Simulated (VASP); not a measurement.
Crystal: Mg2ZnTeS2.

```xyz
12
Lattice="6.0554 -3.5951 0.0980 5.9917 3.4864 -0.0381 0.0331 -0.1284 6.9446" Properties=species:S:1:pos:R:3 pbc="T T T"
Mg    2.1364    0.8886    0.2100
Mg    9.7983    0.8905    0.1312
Mg    2.1272   -0.9856    3.7183
Mg    9.9171   -1.2711    3.6087
Zn    5.9623    1.2041    6.7288
Zn    5.9913   -1.5080    3.2988
Te    5.9571   -1.2409    6.1606
Te    5.8262    1.1702    2.6413
S     2.0177   -1.2881    6.1758
S    10.1201   -1.2802    6.2363
S     8.0844   -2.3816    2.6486
S    10.0237    0.9448    2.6152
```

The cell was built by a generator and needn't be a form met in nature.

| Quantity | Value |
| --- | --- |
| Program | VASP 6.6.1 |
| Task | relaxation of cell and atoms |
| Functional | PBE |
| Potentials or basis | VASP PAW PBE potentials, release 64 (Mg, Zn, Te, S) |
| Cutoff | 520 eV |
| k mesh | 3 × 3 × 3 |
| Occupations | gaussian, width 0.05 eV |
| Spin | no spin polarisation |

At the start: pressure 2.5 GPa; volume 24.67 Å³/atom.

How do energy, volume and symmetry change on relaxing?

Over 19 steps the energy falls by 104.9 meV/atom and the volume is 25.21 Å³/atom (+2.2 %); space group Cmc2_1 (No. 36, to 0.05 Å).

The path:
```csv
step,energy change (eV),largest force (eV/Å),pressure (GPa),volume (Å³)
1,0.0000,3.0084,2.55,296.09
2,-0.9553,0.7301,-1.52,312.98
3,-0.9569,0.7122,-1.65,313.77
4,-1.1556,0.5412,-0.37,303.87
5,-1.1872,0.4282,0.93,296.42
6,-1.1902,0.4535,0.73,297.88
7,-1.2381,0.1813,0.21,300.70
8,-1.2414,0.1463,0.09,301.62
9,-1.2492,0.0896,-0.05,302.55
10,-1.2512,0.0773,-0.19,303.43
11,-1.2548,0.0754,0.05,302.05
12,-1.2550,0.0748,0.14,301.80
13,-1.2566,0.0472,-0.03,302.51
14,-1.2567,0.0479,-0.12,302.67
15,-1.2575,0.0483,0.03,302.03
16,-1.2575,0.0502,0.05,302.02
17,-1.2582,0.0388,-0.01,302.28
18,-1.2582,0.0310,0.02,302.33
19,-1.2585,0.0218,-0.01,302.55
```

Final structure:
```
Mg Zn Te S
1.0
     6.17161   -3.60299   -0.00432
     6.17189    3.60274   -0.00519
    -0.00362   -0.00121    6.80318
Mg Zn Te S
4 2 2 4
Direct
  0.02364 0.33086 0.01887
  0.66232 0.96816 0.01855
  0.32536 0.02795 0.51912
  0.96319 0.66645 0.51855
  0.30319 0.68941 0.97770
  0.68494 0.30675 0.47775
  0.65776 0.33418 0.86766
  0.32988 0.66165 0.36785
  0.32635 0.99829 0.88299
  0.99447 0.66543 0.88195
  0.99302 0.33102 0.38259
  0.66025 0.99877 0.38236
```
